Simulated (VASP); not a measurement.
**KI (relaxed from the NiAs type structure, space group P6_3/mmc): computed properties**

Level of theory: PBEsol GGA, VASP's PBE PAW potentials (set 64) (plane waves; VASP).

For KI, the space group is P6_3/mmc (194) and the cell is a = b = 4.8591 Å, c = 8.4982 Å, α = β = 90.00°, γ = 120.00°. The volume per atom is 43.44 Å³/atom. The band gap (over mesh and band path) is 3.77 eV. The smallest direct gap (over mesh and band path) is 3.77 eV, the band-edge character is direct, Γ to Γ and the density comes out as 3.17 g/cm³.

Space group P6₃/mmc (No. 194); a = 4.859 Å, b = 4.859 Å, c = 8.498 Å, α = 90.00°, β = 90.00°, γ = 120.00°

| atom | site | symmetry | x | y | z |
|---|---|---|---|---|---|
| K | 2a | -3m. | 0.0000 | 0.0000 | 0.0000 |
| I | 2c | -6m2 | 0.3333 | 0.6667 | 0.2500 |

Unless said otherwise, spin-orbit coupling is left out, though it shifts the bands of the heavy elements here.

The structure was generated: KI was put into the NiAs type type (P6_3/mmc), which need not be its known phase. It was relaxed first, which changed the volume by -11 %. Symmetry was kept, so distortions that lower it aren't found.
